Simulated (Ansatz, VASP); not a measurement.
**HfO2: VASP beside Ansatz**

Aim: how closely do two programs agree when they are given the same cell, functional and k mesh? The cell is taken from a series of runs on this material, whose earlier steps may have relaxed, scaled, displaced or heated it; both programs get it as it stands.

Main program and level: Ansatz 0.2.0; plane waves, with VASP 6.6.1 beside it; zone-centre phonons at LDA.

### 1. The structure

It takes space group I4/mmm (No. 139, tetragonal). Conventional cell: a = 3.515 Å, b = 3.515 Å, c = 5.202 Å, α = 90.00°, β = 90.00°, γ = 90.00°. Nearest to O lie 4 Hf at 2.19 Å. Hf has 8 O at 2.19 Å nearest. Farther neighbours and most contacts between anions are not listed.

### 2. VASP: zone-centre phonons, LDA

Second derivatives magnify differences that forces hide, and they need a tight electronic threshold.

Lines of VASP's logs that name or quote its potential files are left out, and so is its time.

Input file INCAR:

```
SYSTEM = HfO2
PREC = Accurate
ENCUT = 600
EDIFF = 1E-08
NELM = 120
ISMEAR = 0
SIGMA = 0.01
LREAL = .FALSE.
ALGO = Normal
GGA = PW92
NBANDS = 17
LASPH = .TRUE.
LORBIT = 11
LWAVE = .FALSE.
LCHARG = .FALSE.
ISIF = 2
IBRION = 8
LEPSILON = .TRUE.
GGA_COMPAT = .FALSE.
EFERMI = MIDGAP
KPAR = 2
```

Input file POSCAR:

```
HfO2
1.0
    0.0000000000      2.4857534692      2.6009008992
    2.4857534692      0.0000000000      2.6009008992
    2.4857534692      2.4857534692      0.0000000000
O Hf
2 1
Direct
    0.2500000000      0.2500000000      0.2500000000
    0.7500000000      0.7500000000      0.7500000000
    0.0000000000      0.0000000000      0.0000000000
```

Input file KPOINTS:

```
Automatic mesh
0
Gamma
8 8 8
0 0 0
```

Potentials, in the order of the species: O and Hf_pv (LDA family, release 64).

The run is started by

```bash
> mpirun -np 2 vasp_std
```

Numbers of over 12 decimals in the logs are rounded to 6 here.

Output:

```text
[banner, memory and clock lines left out]
running    2 mpi-ranks, on    1 nodes
 distrk:  each k-point on    1 cores,    2 groups
 distr:  one band on    1 cores,    1 groups

 POSCAR found type information on POSCAR O Hf
 POSCAR found :  2 types and       3 ions
|                                                                             |
|               ----> ADVICE to this user running VASP <----                  |
|                                                                             |
|     You enforced a specific xc type in the INCAR file but a different       |
|     [... a line on the potential file left out ...]
|     I HOPE YOU KNOW WHAT YOU ARE DOING!                                     |
|                                                                             |

 LDA part: xc-table for (Slater(with rela. corr.)+PW92), standard interpolation
 POSCAR, INCAR and KPOINTS ok, starting setup
 FFT: planning ... GRIDC
 FFT: planning ... GRID_SOFT
 FFT: planning ... GRID
 WAVECAR not read
 entering main loop
       N       E                     dE             d eps       ncg     rms          rms(c)
DAV:   1     0.986302001518E+02    0.98630E+02   -0.13915E+04  2006   0.143E+03
DAV:   2    -0.344272282698E+02   -0.13306E+03   -0.12849E+03  2578   0.315E+02
DAV:   3    -0.386324582658E+02   -0.42052E+01   -0.41885E+01  2380   0.502E+01
DAV:   4    -0.386580407743E+02   -0.25583E-01   -0.25572E-01  2610   0.424E+00
DAV:   5    -0.386582029779E+02   -0.16220E-03   -0.16219E-03  2436   0.317E-01    0.507E+01
DAV:   6    -0.332178485358E+02    0.54404E+01   -0.22823E+01  2079   0.338E+01    0.440E+01
DAV:   7    -0.330561471046E+02    0.16170E+00   -0.77412E-01  2236   0.737E+00    0.299E+01
DAV:   8    -0.330033043797E+02    0.52843E-01   -0.27478E-01  2062   0.482E+00    0.847E+00
DAV:   9    -0.329843389007E+02    0.18965E-01   -0.52447E-02  2124   0.200E+00    0.244E+00
DAV:  10    -0.329840011919E+02    0.33771E-03   -0.24541E-03  2431   0.378E-01    0.801E-02
DAV:  11    -0.329839903592E+02    0.10833E-04   -0.13248E-04  2314   0.931E-02    0.614E-02
DAV:  12    -0.329839913331E+02   -0.97382E-06   -0.70298E-06  2561   0.207E-02    0.258E-02
DAV:  13    -0.329839913750E+02   -0.41945E-07   -0.15949E-07  2489   0.364E-03    0.337E-03
DAV:  14    -0.329839913788E+02   -0.37796E-08   -0.51905E-09  1608   0.711E-04
   1 F= -.32983991E+02 E0= -.32983991E+02  d E =0.000000E+00
 Linear response reoptimize wavefunctions to high precision
DAV:   1    -0.329839913794E+02   -0.64233E-09   -0.57350E-10  1600   0.214E-04
DAV:   2    -0.329839913795E+02   -0.52978E-10   -0.54975E-11  1130   0.614E-05
 Linear response G [H, r] |phi>, progress :
  Direction:   1
       N       E                     dE             d eps       ncg     rms
RMM:   1    -0.904312563062E+02   -0.90431E+02    0.70881E+02  2945   0.186E+02
RMM:   2    -0.900413241508E+02    0.38993E+00   -0.17759E+01  3222   0.285E+01
RMM:   3    -0.900689494096E+02   -0.27625E-01   -0.87157E-01  4011   0.389E+00
RMM:   4    -0.900762864195E+02   -0.73370E-02   -0.61244E-02  4110   0.861E-01
RMM:   5    -0.900770600484E+02   -0.77363E-03   -0.49183E-03  4180   0.198E-01
RMM:   6    -0.900771002922E+02   -0.40244E-04   -0.46782E-04  4140   0.483E-02
RMM:   7    -0.900771075242E+02   -0.72320E-05   -0.21685E-04  4148   0.150E-02
RMM:   8    -0.900771080896E+02   -0.56543E-06    0.14074E-04  3808   0.610E-03
RMM:   9    -0.900771077254E+02    0.36427E-06    0.24849E-05  3575   0.408E-03
RMM:  10    -0.900771078965E+02   -0.17112E-06   -0.55246E-05  3477   0.348E-03
RMM:  11    -0.900771080150E+02   -0.11854E-06   -0.13602E-04  3051   0.330E-03
RMM:  12    -0.900771078589E+02    0.15610E-06   -0.28446E-04  2779   0.325E-03
RMM:  13    -0.900771078998E+02   -0.40874E-07   -0.28401E-04  2668   0.323E-03
 Linear response G [H, r] |phi>, progress :
  Direction:   2
       N       E                     dE             d eps       ncg     rms
RMM:   1    -0.886388174140E+02   -0.88639E+02    0.67960E+02  2949   0.183E+02
RMM:   2    -0.882844493968E+02    0.35437E+00   -0.16553E+01  3212   0.275E+01
RMM:   3    -0.883048190163E+02   -0.20370E-01   -0.79056E-01  4031   0.381E+00
RMM:   4    -0.883083309031E+02   -0.35119E-02   -0.50660E-02  4084   0.823E-01
RMM:   5    -0.883088040683E+02   -0.47317E-03   -0.45824E-03  4151   0.201E-01
RMM:   6    -0.883088491670E+02   -0.45099E-04   -0.47934E-04  4143   0.501E-02
RMM:   7    -0.883088494563E+02   -0.28936E-06   -0.89538E-05  4117   0.139E-02
RMM:   8    -0.883088492170E+02    0.23929E-06    0.41442E-05  3787   0.529E-03
RMM:   9    -0.883088489414E+02    0.27563E-06    0.42046E-05  3556   0.313E-03
RMM:  10    -0.883088490812E+02   -0.13981E-06    0.78423E-05  3424   0.255E-03
RMM:  11    -0.883088491856E+02   -0.10440E-06    0.10737E-04  3116   0.237E-03
[...]
change of polarisation eV/A/(eV/A) component  2 :     0.007     0.758     0.005
 dielectric tensor                  component  2 :     0.039     5.269     0.029
 Linear response to external field, progress :
  Direction:   3
       N       E                     dE             d eps       ncg     rms          rms(c)
RMM:   1    -0.421539934122E+00   -0.42154E+00   -0.18078E+00  4071   0.393E+00
RMM:   2    -0.428826649222E+00   -0.72867E-02   -0.12348E-02  3251   0.664E-01    0.160E+00
[...]
Degree of freedom:   2/  4
       N       E                     dE             d eps       ncg     rms          rms(c)
RMM:   1    -0.370095301043E+00   -0.37010E+00    0.22672E-01  6901   0.377E+00
RMM:   2    -0.358093089760E+00    0.12002E-01   -0.11247E-02  5020   0.697E-01    0.735E-01
RMM:   3    -0.359295899698E+00   -0.12028E-02   -0.95996E-04  4689   0.192E-01    0.439E-01
RMM:   4    -0.361384288393E+00   -0.20884E-02   -0.82395E-04  4771   0.185E-01    0.485E-02
RMM:   5    -0.361128053544E+00    0.25623E-03   -0.38594E-05  5501   0.369E-02    0.267E-02
RMM:   6    -0.361096045656E+00    0.32008E-04   -0.19785E-06  5804   0.603E-03    0.263E-02
RMM:   7    -0.361092460256E+00    0.35854E-05   -0.41636E-07  5785   0.155E-03    0.189E-02
RMM:   8    -0.361082190136E+00    0.10270E-04   -0.42952E-07  5297   0.251E-03    0.145E-02
RMM:   9    -0.361085910942E+00   -0.37208E-05   -0.32178E-07  5854   0.610E-04    0.556E-03
RMM:  10    -0.361086494348E+00   -0.58341E-06   -0.35594E-07  6231   0.235E-04    0.161E-03
RMM:  11    -0.361086724969E+00   -0.23062E-06   -0.36004E-07  5784   0.192E-04    0.910E-04
RMM:  12    -0.361086670029E+00    0.54940E-07   -0.34551E-07  6382   0.155E-04    0.339E-04
RMM:  13    -0.361086649867E+00    0.20162E-07   -0.37792E-07  6257   0.145E-04    0.571E-05
RMM:  14    -0.361086645657E+00    0.42093E-08   -0.36851E-07  5978   0.142E-04    0.330E-05
RMM:  15    -0.361086647704E+00   -0.20464E-08   -0.35808E-07  4619   0.140E-04    0.778E-06
RMM:  16    -0.361086647409E+00    0.29519E-09   -0.35258E-07  4044   0.140E-04    0.136E-06
RMM:  17    -0.361086647151E+00    0.25771E-09   -0.34779E-07  3787   0.140E-04    0.140E-06
RMM:  18    -0.361086646949E+00    0.20229E-09   -0.34620E-07  3772   0.140E-04    0.152E-07
RMM:  19    -0.361086646871E+00    0.77221E-10   -0.34481E-07  3744   0.140E-04    0.948E-08
 first order change of Fermi-energy   0.86904E-04
 force on displaced ion       1 direction 3 :   0.000   0.000  -8.806
 Born effective charge ion    1 direction 3 :   0.000   0.000  -2.884
 Linear response progress:
  Degree of freedom:   3/  4
       N       E                     dE             d eps       ncg     rms          rms(c)
RMM:   1    -0.230530657754E+00   -0.23053E+00    0.21815E+00  3947   0.949E+00
RMM:   2    -0.223893010741E+00    0.66376E-02   -0.27765E-02  4869   0.113E+00    0.788E-01
RMM:   3    -0.223114336744E+00    0.77867E-03   -0.98002E-04  5898   0.149E-01    0.405E-01
RMM:   4    -0.222525802918E+00    0.58853E-03   -0.11093E-04  6476   0.579E-02    0.195E-01
RMM:   5    -0.222166958981E+00    0.35884E-03   -0.21240E-05  6567   0.285E-02    0.194E-02
RMM:   6    -0.222184025487E+00   -0.17067E-04   -0.24944E-06  6463   0.898E-03    0.157E-02
RMM:   7    -0.222188889776E+00   -0.48643E-05   -0.39232E-07  7211   0.235E-03    0.119E-02
RMM:   8    -0.222187875135E+00    0.10146E-05   -0.66529E-06  6803   0.914E-04    0.107E-03
RMM:   9    -0.222187493041E+00    0.38209E-06   -0.50762E-06  7354   0.376E-04    0.133E-04
RMM:  10    -0.222187763184E+00   -0.27014E-06   -0.31977E-06  6925   0.219E-04    0.240E-05
RMM:  11    -0.222187819548E+00   -0.56363E-07   -0.16193E-06  7336   0.166E-04    0.896E-05
RMM:  12    -0.222187820440E+00   -0.89245E-09   -0.89018E-07  7314   0.141E-04    0.525E-05
RMM:  13    -0.222187828757E+00   -0.83168E-08   -0.42886E-07  6462   0.131E-04    0.197E-05
RMM:  14    -0.222187829579E+00   -0.82226E-09   -0.26131E-07  5754   0.125E-04    0.148E-05
RMM:  15    -0.222187833276E+00   -0.36963E-08   -0.10420E-07  5469   0.123E-04    0.449E-06
RMM:  16    -0.222187833850E+00   -0.57448E-09   -0.12290E-07  5200   0.122E-04    0.106E-06
RMM:  17    -0.222187833846E+00    0.38647E-11   -0.38764E-08  5018   0.121E-04    0.284E-06
 first order change of Fermi-energy   0.95257E-04
 force on displaced ion       3 direction 1 :  -4.668   0.000   0.000
 Born effective charge ion    3 direction 1 :   5.440   0.000   0.000
 Linear response progress:
  Degree of freedom:   4/  4
       N       E                     dE             d eps       ncg     rms          rms(c)
RMM:   1    -0.230233621205E+00   -0.23023E+00    0.22317E+00  2506   0.952E+00
RMM:   2    -0.223436061626E+00    0.67976E-02   -0.27859E-02  3017   0.113E+00    0.854E-01
RMM:   3    -0.222606818730E+00    0.82924E-03   -0.99181E-04  3599   0.153E-01    0.455E-01
RMM:   4    -0.221972841287E+00    0.63398E-03   -0.11999E-04  3882   0.627E-02    0.205E-01
RMM:   5    -0.221636276896E+00    0.33656E-03   -0.20127E-05  4034   0.272E-02    0.216E-02
RMM:   6    -0.221656152660E+00   -0.19876E-04   -0.26473E-06  3889   0.937E-03    0.167E-02
RMM:   7    -0.221660690834E+00   -0.45382E-05   -0.74853E-07  4360   0.233E-03    0.122E-02
RMM:   8    -0.221659561981E+00    0.11289E-05   -0.36247E-06  4094   0.912E-04    0.836E-04
RMM:   9    -0.221659167328E+00    0.39465E-06   -0.35486E-06  4459   0.394E-04    0.119E-04
RMM:  10    -0.221659454316E+00   -0.28699E-06   -0.17993E-06  4165   0.227E-04    0.145E-05
RMM:  11    -0.221659490559E+00   -0.36243E-07   -0.10834E-06  4392   0.172E-04    0.826E-05
RMM:  12    -0.221659495601E+00   -0.50423E-08   -0.57441E-07  4264   0.147E-04    0.432E-05
RMM:  13    -0.221659507238E+00   -0.11637E-07   -0.35485E-07  3798   0.138E-04    0.366E-05
RMM:  14    -0.221659510098E+00   -0.28598E-08   -0.20730E-07  3359   0.132E-04    0.154E-05
RMM:  15    -0.221659513233E+00   -0.31353E-08   -0.14402E-07  3256   0.130E-04    0.490E-06
RMM:  16    -0.221659514801E+00   -0.15681E-08   -0.13550E-07  3041   0.129E-04    0.435E-06
RMM:  17    -0.221659515968E+00   -0.11664E-08   -0.11658E-07  3023   0.128E-04    0.503E-07
RMM:  18    -0.221659515855E+00    0.11318E-09   -0.11614E-07  2795   0.128E-04    0.536E-07
RMM:  19    -0.221659515931E+00   -0.76588E-10   -0.10840E-07  2732   0.128E-04    0.321E-07
RMM:  20    -0.221659515954E+00   -0.22928E-10   -0.10416E-07  2683   0.127E-04    0.217E-07
RMM:  21    -0.221659515788E+00    0.16646E-09   -0.10626E-07  2670   0.127E-04    0.305E-07
RMM:  22    -0.221659515905E+00   -0.11726E-09   -0.10967E-07  2665   0.127E-04    0.139E-07
RMM:  23    -0.221659515906E+00   -0.13653E-11   -0.10094E-07  2652   0.127E-04    0.124E-07
RMM:  24    -0.221659515929E+00   -0.22736E-10   -0.10673E-07  2633   0.127E-04    0.761E-08
 first order change of Fermi-energy  -0.86188E-04
 force on displaced ion       3 direction 3 :   0.000   0.000  -4.043
 Born effective charge ion    3 direction 3 :   0.000   0.000   5.768
 Born effective charges drift removed
 Linear response finished
```

(Continued in part 2 of 2.)

[Lines on the potential files, build, host, timing and source positions are cut from VASP's logs without a mark.]

[Logs are printed without paths, hosts, clocks, repeated set-up lines and the standing remarks that a program may print on its own settings, such as how far it seeks lower states.]

[Hosts, paths, dates, database ids (printed as entryN), source tags and the programs' standing remarks are cut or masked in the printed files.]
